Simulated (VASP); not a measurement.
Here is the system:

```xyz
2
Lattice="0.0000 2.4408 2.4408 2.4408 0.0000 2.4408 2.4408 2.4408 0.0000" Properties=species:S:1:pos:R:3 pbc="T T T"
Gd     0.0000     0.0000     0.0000
N      2.4408     2.4408     2.4408
```

Calculation: MS2 meta-GGA, VASP's PBE PAW potentials (set 64) (plane waves; VASP 6.6.1). Settings: 520 eV cut-off, 13×13×13 Γ-centred mesh, first-order Methfessel-Paxton smearing of 0.10 eV, potentials Gd_3 N.

The 4f electrons are frozen in the core of the lanthanide potential, so 4f levels, which can set the real gap, and their magnetism are missing.

**Question.** Give the stress tensor in GPa (positive for a compressed cell).

**Answer.** 
```
5.51  0.00  0.00
0.00  5.51  0.00
0.00  0.00  5.51
```
The pressure is its mean diagonal, 5.51 GPa.

The compound is GdN in the rock salt structure. This cell is one point of a volume scan, at 0.97 of the reference volume.
